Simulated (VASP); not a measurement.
Given:

```
CELL_PARAMETERS angstrom
      0.00000     2.93291     2.93291
      2.93291     0.00000     2.93291
      2.93291     2.93291     0.00000
ATOMIC_POSITIONS crystal
  Mg 0.00000 0.00000 0.00000
  Se 0.25000 0.25000 0.25000
```

Computed with LDA (Ceperley-Alder, Perdew-Zunger), VASP's LDA PAW potentials (set 64) (plane waves; VASP). Run with 400 eV cut-off, 9×9×9 Γ-centred mesh, tetrahedra with Blöchl corrections, potentials Mg Se.

Task: Estimate the energy per atom (σ→0), band gap (on the k-mesh) with the smallest direct gap where there is one.

Result: 
```json
{
  "band gap (on the k-mesh)": "2.58 eV",
  "smallest direct gap (on the k-mesh)": "2.58 eV",
  "energy per atom (σ→0)": "-4.235 eV/atom"
}
```

The structure comes from a computed database's MgSe entry (F-43m); how it stands against other phases isn't given here. It was relaxed first.
